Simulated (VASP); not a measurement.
An input for Quantum ESPRESSO's pw.x (written as the equivalent of a VASP run, and not itself run):

```
&CONTROL
  calculation = 'scf'
  pseudo_dir = './pseudo'
  outdir = './out'
  tprnfor = .true.
  tstress = .true.
/
&SYSTEM
  ibrav = 0
  nat = 4
  ntyp = 2
  ecutwfc = 82
  occupations = 'smearing'
  smearing = 'gaussian'
  degauss = 0.003675
  input_dft = 'pbe'
/
&ELECTRONS
  conv_thr = 7.3e-08
  electron_maxstep = 100
/
ATOMIC_SPECIES
  Si 28.085 Si.upf
  C 12.011 C.upf
CELL_PARAMETERS angstrom
     1.5736070   -2.6577330    0.0000000
     1.5736070    2.6577330    0.0000000
     0.0000000    0.0000000    5.0779820
ATOMIC_POSITIONS crystal
  Si   0.6666670  0.3333330  0.5000000
  Si   0.3333330  0.6666670  0.0000000
  C    0.6666670  0.3333330  0.8750000
  C    0.3437690  0.6771030  0.3750000
K_POINTS automatic
  7 7 4 0 0 0
```

Translate this input to VASP (INCAR, KPOINTS, POSCAR, choice of POTCAR).

This is not unique; one that fits is 
### POSCAR
```
SiC
1
    1.5736070000    -2.6577330000     0.0000000000
    1.5736070000     2.6577330000     0.0000000000
    0.0000000000     0.0000000000     5.0779820000
Si C
2 2
Direct
  0.6666670000   0.3333330000   0.5000000000
  0.3333330000   0.6666670000   0.0000000000
  0.6666670000   0.3333330000   0.8750000000
  0.3437690000   0.6771030000   0.3750000000
```

### KPOINTS
```
kpoints
0
Gamma
 7 7 4
0 0 0
```

INCAR:
```
! general
SYSTEM=SiC
PREC  =Accurate
ENCUT =520   ! plane-wave cut-off (eV)
LREAL =.FALSE.   ! projection in real space or not
LASPH =.TRUE.   ! aspherical one-centre terms

! electronic loop
EDIFF =1E-6   ! SCF stop (eV)
NELM  =100   ! most electronic steps
ALGO  =Normal

! smearing
ISMEAR=0
SIGMA =0.05   ! width (eV)

! functional
GGA   =PE   ! PBE

! ions
ISIF  =2

! output
LWAVE =.FALSE.
LCHARG=.FALSE.
```

POTCAR, in this order: Si C (PBE.64 set). Program: vasp_std.

Limits of the translation: the potentials are each code's own (VASP's PAW set, PseudoDojo norm-conserving files in pw.x), so ENCUT and ecutwfc are chosen apart and not converted; conv_thr bounds pw.x's estimated SCF error, while EDIFF bounds the energy change between steps.

The compound is SiC in the wurtzite structure, the rare 2H polytype. The cell was not relaxed at this level, atoms are displaced from their ideal sites.
